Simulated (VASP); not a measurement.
```yaml
crystal:
  lattice:
    - [0.00000, 2.63987, 2.63987]
    - [2.63987, 0.00000, 2.63987]
    - [2.63987, 2.63987, 0.00000]
  atoms:
    - { symbol: Nb, position: [0.00000, 0.00000, 0.00000] }
    - { symbol: Al, position: [0.50000, 0.50000, 0.50000] }
```

All values below come from PBE GGA, VASP's PBE PAW potentials (set 64) (plane waves; VASP). Run with 400 eV cut-off, 13×13×13 Γ-centred mesh, tetrahedra with Blöchl corrections, potentials Nb_sv Al.

The job: NbAl (relaxed from the rock salt structure, space group Fm-3m), 2 atoms, PBE, static run, 400 eV, 13×13×13 Γ-centred mesh. Roughly how much core time does it take on a busy server core?

About 10 core-seconds (one run on a shared machine, a rough figure). It had 84 irreducible k-points, 12 bands, up to 684 plane waves and 13 electronic steps.

The structure was generated: NbAl was put into the rock salt type (Fm-3m), which need not be its known phase. It was relaxed first, which changed the volume by -37 %.
